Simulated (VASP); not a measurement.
Consider the following.

```
W
1.0
   -1.57115     1.57115     1.57115
    1.57115    -1.57115     1.57115
    1.57115     1.57115    -1.57115
W
1
Direct
  0.00000   0.00000   0.00000
```

Computed with LDA (Ceperley-Alder, Perdew-Zunger), VASP's LDA PAW potentials (set 64) (plane waves; VASP 6.6.1). Numerical set-up: 400 eV cut-off, 15×15×15 Γ-centred mesh, first-order Methfessel-Paxton smearing of 0.10 eV, potentials W_sv.

Unless said otherwise, spin-orbit coupling is left out, though it shifts the bands of the heavy elements here.

### Question
Estimate the energy per atom (σ→0), band gap (on the k-mesh) with the smallest direct gap where there is one.

### Answer

```yaml
band gap (on the k-mesh): none (metal, semimetal or under 0.01 eV)
energy per atom (σ→0): -14.102 eV/atom
```

The absolute energy has meaning only against runs of the same code, potentials and settings.

The compound is W in the bcc structure. It was relaxed first. The start is the result of an earlier pass.
